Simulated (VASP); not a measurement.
## CoC (relaxed from the CsCl type structure, space group Pm-3m): computed properties

These are PBEsol GGA, VASP's PBE PAW potentials (set 64) (plane waves; VASP) values and carry that method's errors.

space group: Pm-3m (221)
cell: a = 2.460 Å, b = 2.460 Å, c = 2.460 Å, α = 90.00°, β = 90.00°, γ = 90.00°
volume per atom: 7.44 Å³/atom
band gap (over mesh and band path): none (metal, semimetal or under 0.01 eV)
cell moment: 0.77 μB
density: 7.92 g/cm³

```xyz
2
Lattice="2.4597 0.0000 0.0000 0.0000 2.4597 0.0000 0.0000 0.0000 2.4597" Properties=species:S:1:pos:R:3 pbc="T T T"
Co     0.0000     0.0000     0.0000
C      1.2299     1.2299     1.2299
```
Starting moments (μB, in the order of the record's atoms Co C): 0.7 0.0.

The structure was generated: CoC was put into the CsCl type type (Pm-3m), which need not be its known phase. It was relaxed first, which changed the volume by -18 %. Symmetry was kept, so distortions that lower it aren't found.
